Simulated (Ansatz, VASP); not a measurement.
# Cross-check of Pd (Pd wire along [110], 4 atoms a period) between VASP and Ansatz, part 2 of 2

Wanted: the spread between two codes on one cell, functional and k mesh. Of the first pair: The structure shown is the start of the Ansatz relaxation below; VASP solves that cell, so the two are compared at the walk's first step.

VASP 6.6.1 and Ansatz 0.2.0.

So far: Set-up; Ansatz: relaxation, PBE; VASP: single point, PBE, start cell, pair 1.

## Step 4: Side by side

Known differences besides the potentials themselves: the data sets hold 72 valence electrons in Ansatz (on its PAW soft_1 files) and 40 in VASP; the cutoff is 420 eV in Ansatz and 400 eV in VASP. Total energies have different zeros and are not compared.

Forces (eV/Å; atoms numbered as in POSCAR):

| atom | Ansatz x, y, z | VASP x, y, z |
| --- | --- | --- |
| Pd1 | 0.583, 0.000, 0.000 | 0.595, 0.000, 0.000 |
| Pd2 | -0.583, 0.000, 0.000 | -0.595, 0.000, 0.000 |
| Pd3 | 0.000, 0.510, 0.000 | 0.000, 0.527, 0.000 |
| Pd4 | 0.000, -0.510, 0.000 | 0.000, -0.527, 0.000 |

The forces differ by 8.3 meV/Å r.m.s., which is 2.6 % of the r.m.s. force of 0.325 eV/Å (both taken over all components).

## Step 5: Ansatz: relaxation, PBE

This run makes the geometry at which the two programs are then compared. The cell compared in this pair holds 268.10 Å³, against 286.83 Å³ for the pair before.

The structure compared here is the end of the Ansatz relaxation.

The input, input.yaml:

```yaml
crystal:
  lattice:
    - [10.74, 0.0, 0.0]
    - [0.0, 9.586, 0.0]
    - [0.0, 0.0, 2.7860007179]
  atoms:
    - { symbol: Pd, position: [0.316573557, 0.500000037, 0.0] }
    - { symbol: Pd, position: [0.683426443, 0.500000037, 0.0] }
    - { symbol: Pd, position: [0.5, 0.354683914, 0.5] }
    - { symbol: Pd, position: [0.5, 0.645316161, 0.5] }
kpoints:
  mp_grid: { grid: [1, 1, 29] }
scf:
  occupations: { method: fermi_dirac, width: 0.05 }
hamiltonian:
  xc: pbe
  pseudopotentials: { kind: paw, azcp: { folder: soft_1 } }
relax:
  cell: { fix: [a, b, alpha, beta, gamma] }
  max_steps: 45
  f_tol: 0.03
```

Run with:

```
$ ansatz run input.yaml --threads 4 --pin off --max-ram 16384MiB --backend cpu --events-out ev --progress --plain --runs-dir out
```

Numbers of over 12 decimals in the logs are rounded to 6 here.

The program printed:

```text
[...]
Crystal: 4 atoms, lattice volume = 286.829 Å³
Basis set: ecut = 420 eV, 5643 PW (Γ), exchange–correlation on 144×144×40 points (8 copies of the dense FFT grid, shifted against one another)
Bands: 44, of which v1, the nominal top of the filled ones, is band 36 counted from 1 (35 counted from 0)
Symmetry: 8 space group operations
[...]
k-points: 15 of 29
[...]
-0.000000      -0.000000       0.014093
  P = ⅓ Tr σ = 0.0022 GPa (0.022 kbar)
--- Relaxed structure (5 steps of the walk, 5 accepted, 1 SCFs on fresh bases) ---
[...]
cell:  # Å, volume = 268.0984 Å³
    - [10.74, 0, 0]
    - [0, 9.586, 0]
    - [0, 0, 2.604069]
  atoms:
    - { symbol: Pd, position: [0.317040, 0.5, 0] }
    - { symbol: Pd, position: [0.682960, 0.5, 0] }
    - { symbol: Pd, position: [0.5, 0.356448, 0.5] }
    - { symbol: Pd, position: [0.5, 0.643552, 0.5] }
[key lines of the parts left out:]
SCF converged after 8 iterations
Free energy (F): -27887.117279 eV
Fermi energy:    0.583442 eV
```

## Step 6: VASP: single point, PBE, relaxed cell, pair 2

The same cell, functional, mesh and smearing now go to VASP, with its own data sets.

The input, INCAR:

```
SYSTEM = Pd
PREC = Accurate
ENCUT = 500
EDIFF = 1E-06
NELM = 120
ISMEAR = -1
SIGMA = 0.05
LREAL = .FALSE.
ALGO = Normal
GGA = PE
NBANDS = 26
LASPH = .TRUE.
LORBIT = 11
LWAVE = .FALSE.
LCHARG = .FALSE.
ISIF = 2
GGA_COMPAT = .FALSE.
```

The input, POSCAR:

```
Pd
1.0
   10.7400000000      0.0000000000      0.0000000000
    0.0000000000      9.5860000000      0.0000000000
    0.0000000000      0.0000000000      2.6040693527
Pd
4
Direct
    0.3170402248      0.5000000000      0.0000000000
    0.6829597752      0.5000000000      0.0000000000
    0.5000000000      0.3564476168      0.5000000000
    0.5000000000      0.6435523832      0.5000000000
```

The input, KPOINTS:

```
Automatic mesh
0
Gamma
1 1 29
0 0 0
```

PAW data sets: Pd (PBE family, release 64).

Run with:

```
$ mpirun -np 1 vasp_std
```

The program printed:

```text
[... set-up lines as in an earlier step ...]
 entering main loop
       N       E                     dE             d eps       ncg     rms          rms(c)
DAV:   1     0.240923360880E+03    0.24092E+03   -0.15561E+04   780   0.118E+03
DAV:   2    -0.231178674894E+01   -0.24324E+03   -0.22955E+03  1006   0.236E+02
DAV:   3    -0.169999409790E+02   -0.14688E+02   -0.13961E+02   898   0.580E+01
DAV:   4    -0.174068384291E+02   -0.40690E+00   -0.39815E+00   836   0.921E+00
[...]
DAV:  17    -0.163779082371E+02   -0.18089E-04   -0.21061E-06   684   0.608E-03    0.151E-03
DAV:  18    -0.163779123871E+02   -0.41501E-05   -0.13128E-06   628   0.392E-03    0.729E-04
DAV:  19    -0.163779125308E+02   -0.14369E-06   -0.62636E-08   530   0.118E-03
   1 F= -.16377913E+02 E0= -.16345165E+02  d E =-.654950E-01
```

Parts of OUTCAR (step 6):

```text
  Total       -0.0792560     -0.0917585     -0.1001146      0.0000000      0.0000000      0.0000000
  in kB       -0.4736401     -0.5483562     -0.5982928      0.0000000      0.0000000      0.0000000
  external PRESSURE =      -0.5400964 kB  Pullay stress =       0.0000000 kB

 POSITION                                       TOTAL-FORCE (eV/Angst)
 -----------------------------------------------------------------------------------
      3.40501      4.79300      0.00000         0.019266      0.000000      0.000000
      7.33499      4.79300      0.00000        -0.019266      0.000000     -0.000000
      5.37000      3.41691      1.30203        -0.000000      0.021070     -0.000000
      5.37000      6.16909      1.30203         0.000000     -0.021070      0.000000
 -----------------------------------------------------------------------------------
    total drift:                                0.000000      0.000000      0.000000

  FREE ENERGIE OF THE ION-ELECTRON SYSTEM (eV)
  ---------------------------------------------------
  free  energy   TOTEN  =       -16.3779125308 eV

  energy  without entropy=      -16.3124175550  energy(sigma->0) =      -16.34516504

[... 1 part as in an earlier step ...]

[... 2 further parts left out ...]
[key lines of the parts left out:]
E-fermi :  -1.5886
```

## Step 7: Comparison

What differs besides the data sets and the points named for the pairs above, as far as they apply: the data sets hold 72 valence electrons in Ansatz (on its PAW soft_1 files) and 40 in VASP; the cutoff is 420 eV in Ansatz and 500 eV in VASP; Ansatz's pressure holds a Pulay correction, VASP's none. Total energies have different zeros and are not compared.

Both answers:

| quantity | Ansatz | VASP | difference |
| --- | --- | --- | --- |
| pressure (GPa) | 0.00 | -0.05 | +0.06 |

At this near-relaxed geometry the largest component of a force difference is 19 meV/Å.

## Step 8: Outcome

```
r.m.s. force difference (single point, PBE, start cell, pair 1)   : 2.6 % of the r.m.s. force
difference in pressure (single point, PBE, relaxed cell, pair 2)  : 0.056 GPa
r.m.s. force difference (single point, PBE, relaxed cell, pair 2) : 11 meV/Å
```

In words: The r.m.s. force difference is 11 meV/Å (single point, PBE, relaxed cell, pair 2), within the 12 meV/Å picked in this series as the mark of a large difference. The data sets hold unlike numbers of valence electrons (72 in Ansatz and 40 in VASP), so part of the differences comes from the potentials. Such differences can come from data sets, numerical settings and the points named under the comparisons, not from the functional's error against experiment.

[Lines on the potential files, build, host, timing and source positions are cut from VASP's logs without a mark.]

[Logs are printed without paths, hosts, clocks, repeated set-up lines and the standing remarks that a program may print on its own settings, such as how far it seeks lower states.]

[Hosts, paths, dates, database ids (printed as entryN), source tags and the programs' standing remarks are cut or masked in the printed files.]
